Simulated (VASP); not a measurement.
```yaml
crystal:
  lattice:
    - [3.78283, 0.00000, 0.00000]
    - [0.00000, 3.78283, 0.00000]
    - [0.00000, 0.00000, 3.78283]
  atoms:
    - { symbol: Sr, position: [0.00000, 0.00000, 0.00000] }
    - { symbol: Ti, position: [0.50000, 0.50000, 0.50000] }
    - { symbol: O, position: [0.50000, 0.00000, 0.50000] }
    - { symbol: O, position: [0.00000, 0.50000, 0.50000] }
    - { symbol: O, position: [0.50000, 0.50000, 0.00000] }
```

Level of theory: LDA (Ceperley-Alder, Perdew-Zunger), VASP's LDA PAW potentials (set 64) (plane waves; VASP 6.6.1). Numerical set-up: 520 eV cut-off, 7×7×7 Γ-centred mesh, Gaussian smearing of 0.050 eV, potentials Sr_sv Ti_sv O.

Give the stress tensor in GPa (positive for a compressed cell).

```
14.13   0.00   0.00
 0.00  14.13   0.00
 0.00   0.00  14.13
```
The pressure is its mean diagonal, 14.13 GPa.

The compound is SrTiO3 in the cubic perovskite structure, the ideal cubic form; the compound distorts at low or room temperature. This cell is one point of a volume scan, at 0.94 of the reference volume.
